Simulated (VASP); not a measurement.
These are PBE GGA, VASP's PBE PAW potentials (set 64) (plane waves; VASP) values and carry that method's errors.

The input files of a VASP run:

**POSCAR**
```
FePt
1
    2.7744000000     0.0000000000     0.0000000000
    0.0000000000     2.7744000000     0.0000000000
    0.0000000000     0.0000000000     3.7842000000
Fe Pt
1 1
Direct
  0.0000000000   0.0000000000   0.0000000000
  0.5000000000   0.5000000000   0.5000000000
```

File KPOINTS:
```
Automatic mesh
0
Gamma
12 12 9
0 0 0
```

### INCAR
```
SYSTEM = FePt
PREC = Accurate
ENCUT = 400
EDIFF = 1E-6
NELM = 100
ALGO = Normal
LREAL = .FALSE.
LASPH = .TRUE.
ISMEAR = 1
SIGMA = 0.1
GGA = PE
LMAXMIX = 6
ISPIN = 2
MAGMOM = 3.0 0.0
LORBIT = 10
LWAVE = .FALSE.
LCHARG = .FALSE.
ISIF = 2
AMIX = 0.1
BMIX = 1.0
IMIX = 1
```

POTCAR, in this order: Fe Pt (PBE.64 set). Program: vasp_std.

The resulting files:

**OSZICAR**
```
       N       E                     dE             d eps       ncg     rms          rms(c)
DAV:   1     0.771308685012E+02    0.77131E+02   -0.74496E+03  8832   0.106E+03
DAV:   2    -0.135624154265E+02   -0.90693E+02   -0.80979E+02  8653   0.227E+02
DAV:   3    -0.162014291558E+02   -0.26390E+01   -0.25693E+01 10732   0.467E+01
DAV:   4    -0.162289274807E+02   -0.27498E-01   -0.27482E-01  9446   0.420E+00
DAV:   5    -0.162296999143E+02   -0.77243E-03   -0.77242E-03 11259   0.795E-01    0.157E+01
DAV:   6    -0.153424026557E+02    0.88730E+00   -0.11441E+00  9763   0.224E+01    0.115E+01
DAV:   7    -0.151079036796E+02    0.23450E+00   -0.23201E-01 10987   0.836E+00    0.970E+00
DAV:   8    -0.149851640806E+02    0.12274E+00   -0.82568E-02 10424   0.421E+00    0.843E+00
DAV:   9    -0.149127640223E+02    0.72400E-01   -0.46167E-02 10606   0.295E+00    0.747E+00
DAV:  10    -0.148692251296E+02    0.43539E-01   -0.26465E-02 10557   0.224E+00    0.669E+00
DAV:  11    -0.148423836044E+02    0.26842E-01   -0.15137E-02 10644   0.174E+00    0.603E+00
DAV:  12    -0.148251210820E+02    0.17263E-01   -0.86585E-03 10653   0.134E+00    0.545E+00
DAV:  13    -0.148134118976E+02    0.11709E-01   -0.49487E-03 10727   0.101E+00    0.493E+00
DAV:  14    -0.148050691432E+02    0.83428E-02   -0.28443E-03 10561   0.763E-01    0.446E+00
DAV:  15    -0.147988919323E+02    0.61772E-02   -0.16446E-03 10670   0.574E-01    0.403E+00
DAV:  16    -0.147941890017E+02    0.47029E-02   -0.95996E-04 10695   0.434E-01    0.365E+00
DAV:  17    -0.147905386269E+02    0.36504E-02   -0.56539E-04 10746   0.329E-01    0.330E+00
DAV:  18    -0.147876674670E+02    0.28712E-02   -0.33789E-04 10915   0.251E-01    0.298E+00
DAV:  19    -0.147853889006E+02    0.22786E-02   -0.20482E-04 10953   0.193E-01    0.269E+00
DAV:  20    -0.147835699140E+02    0.18190E-02   -0.12746E-04 11034   0.149E-01    0.242E+00
DAV:  21    -0.147821123001E+02    0.14576E-02   -0.81380E-05 11061   0.116E-01    0.218E+00
DAV:  22    -0.147809415231E+02    0.11708E-02   -0.53897E-05 11090   0.911E-02    0.196E+00
DAV:  23    -0.147799998928E+02    0.94163E-03   -0.36838E-05 11099   0.728E-02    0.177E+00
DAV:  24    -0.147792420494E+02    0.75784E-03   -0.26218E-05 11270   0.594E-02    0.159E+00
DAV:  25    -0.147786319920E+02    0.61006E-03   -0.19203E-05 11159   0.495E-02    0.143E+00
DAV:  26    -0.147781409409E+02    0.49105E-03   -0.14511E-05 11133   0.423E-02    0.128E+00
DAV:  27    -0.147777457871E+02    0.39515E-03   -0.11137E-05 11066   0.367E-02    0.115E+00
DAV:  28    -0.147774279226E+02    0.31786E-03   -0.87129E-06 10551   0.325E-02    0.103E+00
DAV:  29    -0.147771723527E+02    0.25557E-03   -0.69592E-06  9855   0.291E-02    0.927E-01
DAV:  30    -0.147769669872E+02    0.20537E-03   -0.56017E-06  9569   0.263E-02    0.832E-01
DAV:  31    -0.147768020723E+02    0.16491E-03   -0.44349E-06  9317   0.237E-02    0.746E-01
DAV:  32    -0.147766697197E+02    0.13235E-03   -0.35618E-06  9044   0.214E-02    0.669E-01
DAV:  33    -0.147765635770E+02    0.10614E-03   -0.28534E-06  8776   0.194E-02    0.600E-01
DAV:  34    -0.147764785122E+02    0.85065E-04   -0.22848E-06  7393   0.176E-02    0.538E-01
DAV:  35    -0.147764103930E+02    0.68119E-04   -0.19208E-06  6302   0.161E-02    0.482E-01
DAV:  36    -0.147763559058E+02    0.54487E-04   -0.15520E-06  5809   0.145E-02    0.432E-01
DAV:  37    -0.147763123662E+02    0.43540E-04   -0.12595E-06  4999   0.131E-02    0.387E-01
DAV:  38    -0.147762776137E+02    0.34752E-04   -0.99987E-07  5145   0.118E-02    0.347E-01
DAV:  39    -0.147762499069E+02    0.27707E-04   -0.82672E-07  4627   0.107E-02    0.311E-01
DAV:  40    -0.147762278491E+02    0.22058E-04   -0.65705E-07  4473   0.960E-03    0.279E-01
DAV:  41    -0.147762103167E+02    0.17532E-04   -0.54408E-07  4480   0.870E-03    0.250E-01
DAV:  42    -0.147761964040E+02    0.13913E-04   -0.43220E-07  4536   0.783E-03    0.224E-01
DAV:  43    -0.147761853887E+02    0.11015E-04   -0.35637E-07  4382   0.708E-03    0.201E-01
DAV:  44    -0.147761766860E+02    0.87026E-05   -0.28299E-07  4431   0.635E-03    0.180E-01
DAV:  45    -0.147761698295E+02    0.68566E-05   -0.23281E-07  4291   0.574E-03    0.161E-01
DAV:  46    -0.147761644431E+02    0.53864E-05   -0.18472E-07  4291   0.514E-03    0.145E-01
DAV:  47    -0.147761602286E+02    0.42144E-05   -0.15175E-07  4312   0.464E-03    0.130E-01
DAV:  48    -0.147761569439E+02    0.32847E-05   -0.12054E-07  4298   0.416E-03    0.116E-01
DAV:  49    -0.147761543958E+02    0.25482E-05   -0.98836E-08  4284   0.375E-03    0.104E-01
DAV:  50    -0.147761524320E+02    0.19638E-05   -0.78603E-08  4298   0.336E-03    0.935E-02
DAV:  51    -0.147761509306E+02    0.15014E-05   -0.64418E-08  4284   0.303E-03    0.838E-02
DAV:  52    -0.147761497896E+02    0.11410E-05   -0.51269E-08  4277   0.271E-03    0.751E-02
DAV:  53    -0.147761489357E+02    0.85387E-06   -0.41996E-08  4277   0.244E-03
   1 F= -.14776149E+02 E0= -.14775943E+02  d E =-.617320E-03  mag=     3.3692
```

OUTCAR:
```
------------------------ aborting loop because EDIFF is reached ----------------------------------------
  FORCE on cell =-STRESS in cart. coord.  units (eV):
  Direction    XX          YY          ZZ          XY          YZ          ZX
  --------------------------------------------------------------------------------------
  Total       -1.3666689     -1.3666689     -1.1921750      0.0000000      0.0000000     -0.0000000
  in kB      -75.1729600    -75.1729600    -65.5750083      0.0000000      0.0000000     -0.0000000
  external PRESSURE =     -71.9736428 kB  Pullay stress =       0.0000000 kB
  volume of cell :       29.13
      direct lattice vectors                 reciprocal lattice vectors
     2.774400000  0.000000000  0.000000000     0.360438293  0.000000000  0.000000000
     0.000000000  2.774400000  0.000000000     0.000000000  0.360438293  0.000000000
     0.000000000  0.000000000  3.784200000     0.000000000  0.000000000  0.264256646
 POSITION                                       TOTAL-FORCE (eV/Angst)
 -----------------------------------------------------------------------------------
      0.00000      0.00000      0.00000         0.000000      0.000000      0.000000
      1.38720      1.38720      1.89210         0.000000      0.000000      0.000000
 -----------------------------------------------------------------------------------
    total drift:                                0.000000     -0.000000     -0.000000
  FREE ENERGIE OF THE ION-ELECTRON SYSTEM (eV)
  ---------------------------------------------------
  free  energy   TOTEN  =       -14.7761489357 eV

  energy  without entropy=      -14.7755316156  energy(sigma->0) =      -14.77594316

 total charge

# of ion       s       p       d       tot
------------------------------------------
    1        0.393   0.411   6.075   6.879
    2        0.687   0.602   8.025   9.314
--------------------------------------------------
tot          1.080   1.013  14.100  16.193

 magnetization (x)

# of ion       s       p       d       tot
------------------------------------------
    1        0.007  -0.007   3.018   3.018
    2       -0.026  -0.064   0.428   0.338
--------------------------------------------------
tot         -0.019  -0.072   3.446   3.356
```
(Selected blocks of OUTCAR.)

The compound is FePt in the L1_0 structure. The cell was not relaxed at this level. The run is one of a series of settings (AMIX = 0.1, BMIX = 1.0, IMIX = 1 against the base run), some of them coarse on purpose.
